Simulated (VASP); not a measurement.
Consider the following.

```
GaP
1.0
    0.00000     2.82438     2.82438
    2.82438     0.00000     2.82438
    2.82438     2.82438     0.00000
Ga P
1 1
Direct
  0.00000   0.00000   0.00000
  0.25000   0.25000   0.25000
```

Calculation: revPBE GGA, VASP's PBE PAW potentials (set 64) (plane waves; VASP). Numerical set-up: 520 eV cut-off, 8×8×8 Γ-centred mesh, Gaussian smearing of 0.050 eV, potentials Ga_d P.

Predict the energy per atom (σ→0), pressure, band gap (on the k-mesh) with the smallest direct gap where there is one.

| Item | Value |
|---|---|
| band gap (on the k-mesh) | 1.06 eV |
| smallest direct gap (on the k-mesh) | 1.06 eV |
| energy per atom (σ→0) | -4.261 eV/atom |
| pressure | -3.69 GPa |

The absolute energy has meaning only against runs of the same code, potentials and settings.

The compound is GaP in the zinc blende structure. This cell is one point of a volume scan, at 1.06 of the reference volume.
